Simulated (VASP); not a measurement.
Calculation: optB88-vdW, VASP's PBE PAW potentials (set 64) (plane waves; VASP 6.6.1).

Input for VASP

INCAR:
```
SYSTEM = PbF2
PREC = Accurate; ENCUT = 520; LREAL = .FALSE.
LASPH = .TRUE.
EDIFF = 1E-7; NELM = 100; ALGO = Normal
LMAXMIX = 4
ISMEAR = -5
GGA = BO; LUSE_VDW = .TRUE.; AGGAC = 0.0
PARAM1 = 0.1833333333; PARAM2 = 0.22
ISIF = 2
LWAVE = .FALSE.; LCHARG = .TRUE.; LORBIT = 11
NEDOS = 601
LEFG = .TRUE.
```

POSCAR:
```
PbF2
1.0
  0.0000000000   2.9722291306   2.9722291306
  2.9722291306   0.0000000000   2.9722291306
  2.9722291306   2.9722291306   0.0000000000
Pb F
1 2
Cartesian
  0.0000000000   0.0000000000   0.0000000000
  1.4861145653   1.4861145653   1.4861145653
  4.4583436959   4.4583436959   4.4583436959
```

File KPOINTS:
```
Automatic mesh
0
Gamma
7 7 7
0 0 0
```

POTCAR, in this order: Pb_d F (PBE.64 set). Program: vasp_std.

Q: What does the run give for the energy per atom (σ→0)?

A: 
```json
{
  "energy per atom (σ→0)": "-241.1 kJ/mol of atoms"
}
```

File OSZICAR:
```
...
DAV:   7    -0.751644654934E+01    0.14586E-01   -0.49809E-01   724   0.487E+00    0.154E+00
DAV:   8    -0.750027733138E+01    0.16169E-01   -0.11333E-01   726   0.418E+00    0.498E-01
DAV:   9    -0.749727002054E+01    0.30073E-02   -0.18877E-02   854   0.111E+00    0.973E-02
DAV:  10    -0.749772424557E+01   -0.45423E-03   -0.77030E-04   720   0.277E-01    0.231E-02
DAV:  11    -0.749771720758E+01    0.70380E-05   -0.51820E-05   842   0.641E-02    0.640E-03
DAV:  12    -0.749771768749E+01   -0.47991E-06   -0.31311E-06   744   0.146E-02    0.132E-03
DAV:  13    -0.749771771200E+01   -0.24511E-07   -0.16807E-07   736   0.511E-03
   1 F= -.74977177E+01 E0= -.74977177E+01  d E =0.000000E+00
```

The compound is PbF2 in the fluorite structure, the β form. It was relaxed first.
